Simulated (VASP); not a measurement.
Input:

```yaml
crystal:
  lattice:
    - [-1.54357, 1.54357, 1.54357]
    - [1.54357, -1.54357, 1.54357]
    - [1.54357, 1.54357, -1.54357]
  atoms:
    - { symbol: W, position: [0.00000, 0.00000, 0.00000] }
```

Level of theory: AM05 GGA, VASP's PBE PAW potentials (set 64) (plane waves; VASP). Run with 520 eV cut-off, 16×16×16 Γ-centred mesh, first-order Methfessel-Paxton smearing of 0.10 eV, potentials W_sv.

Task: Give the stress tensor in GPa (positive for a compressed cell).

Result: 
```
22.40   0.00   0.00
 0.00  22.40   0.00
 0.00   0.00  22.40
```
The pressure is its mean diagonal, 22.40 GPa.

The compound is W in the bcc structure. This cell is one point of a volume scan, at 0.94 of the reference volume.
